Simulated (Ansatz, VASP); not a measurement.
# AlIn2As2P: VASP beside Ansatz

```
Al In P As
1.0
     4.39104    0.00000    0.00000
    -2.19552    3.80275    0.00000
     0.00000    0.00000    7.28535
Al In P As
1 2 1 2
Cartesian
  0.0000 0.0000 3.6427
  2.1955 1.2676 4.8390
  0.0000 2.5352 2.4463
  0.0000 0.0000 0.0000
  2.1955 1.2676 1.9843
  0.0000 2.5352 5.3011
```

Change from the starting cell: species swapped into the LiYbCu2P2 type (P-3m1, No. 164).

Alike in both runs: task single point; functional PBE; k mesh 6 × 6 × 4; occupations gaussian, width 0.1 eV; no spin polarisation.

```csv
,VASP,Ansatz
version,VASP 6.6.1,Ansatz 0.2.0
potentials or method,"VASP PAW PBE potentials, release 64 (Al, In_d, P, As)","scalar-relativistic, plane waves, PAW"
plane-wave cutoff (eV),520,420
valence electrons in the cell,44,64
```

VASP gave:

* gap on the k mesh at the Fermi level (eV): none
* pressure (GPa): 14.9
* largest component of the traceless stress (GPa): 9.51
* rms of the force components (eV/Å): 0.827

**Question.** Estimate Ansatz's values.

**Answer.** gap on the k mesh at the Fermi level (eV): none; pressure (GPa): 14.8; largest component of the traceless stress (GPa): 9.49; rms of the force components (eV/Å): 0.822.

Atom by atom the forces differ by 0.006 eV/Å (rms over components). A gap of «none» marks a metal or a gap that the smearing closes. The functional is the same, so the differences come from potentials, cutoffs and numerics. The two sets of potentials don't hold the same shells in valence.

Caveats: forces of over 1 eV/Å show positions far from the minimum, so gaps and moduli don't describe the material at rest.
